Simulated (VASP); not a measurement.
Here is the system:

```
CELL_PARAMETERS angstrom
      4.21395     0.00000     0.00000
      0.00000     4.21395     0.00000
      0.00000     0.00000     4.21395
ATOMIC_POSITIONS crystal
  Ba 0.00000 0.00000 0.00000
  Zr 0.50000 0.50000 0.50000
  O  0.50000 0.00000 0.50000
  O  0.00000 0.50000 0.50000
  O  0.50000 0.50000 0.00000
```

The numbers are results of r2SCAN meta-GGA, VASP's PBE PAW potentials (set 64) (plane waves; VASP 6.6.1), not measurements. Run with 520 eV cut-off, 6×6×6 Γ-centred mesh, tetrahedra with Blöchl corrections, potentials Ba_sv Zr_sv O.

Unless said otherwise, spin-orbit coupling is left out, though it shifts the bands of the heavy elements here.

Problem. Predict the energy per atom (σ→0), band gap (over mesh and band path) with the smallest direct gap where there is one.

Solution. 
```yaml
band gap (over mesh and band path): 3.66 eV
smallest direct gap (over mesh and band path): 3.92 eV
energy per atom (σ→0): -17.022 eV/atom
```

Only differences to runs with the same potentials and settings are physical.

The compound is BaZrO3 in the cubic perovskite structure. It was relaxed first.
